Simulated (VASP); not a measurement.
Method: PBE GGA, VASP's PBE PAW potentials (set 64) (plane waves; VASP).

A VASP calculation is set up with these files.

INCAR:
```
ALGO = Normal
EDIFF = 1E-6
ENCUT = 500
GGA = PE
ISMEAR = 0
LASPH = .TRUE.
LCHARG = .TRUE.
LREAL = .FALSE.
LWAVE = .FALSE.
NELM = 100
PREC = Accurate
SIGMA = 0.05
SYSTEM = K3LiCl4
```

POSCAR:
```
K3LiCl4
1
    6.1980837241     0.0000000000     0.0000000000
   -0.0000000000     6.1980837241     0.0000000000
    0.0000000000    -0.0000000000     6.1980837241
Li Cl K
1 4 3
Direct
  0.0000000000   0.0000000000   0.0000000000
  0.5000000000   0.5000000000   0.5000000000
  0.0000000000   0.0000000000   0.5000000000
  0.0000000000   0.5000000000   0.0000000000
  0.5000000000   0.0000000000   0.0000000000
  0.5000000000   0.5000000000   0.0000000000
  0.5000000000   0.0000000000   0.5000000000
  0.0000000000   0.5000000000   0.5000000000
```

**KPOINTS**
```
Automatic mesh
0
Gamma
4 4 4
0 0 0
```

POTCAR, in this order: Li_sv Cl K_sv (PBE.64 set). Program: vasp_std.

Problem. What will the output report for the number of irreducible k-points (NKPTS), largest plane-wave count, number of space-group operations, FFT grid (NGX, NGY, NGZ)?

Solution. 
```yaml
number of irreducible k-points (NKPTS): 10
largest_plane_wave_count: 6088
number_of_space_group_operations: 48
FFT grid (NGX, NGY, NGZ): 48 × 48 × 48
```

The structure was generated: K3LiCl4 was put into an ordered model structure (Pm-3m), which need not be its known phase. It was relaxed first, which changed the volume by +10 %.
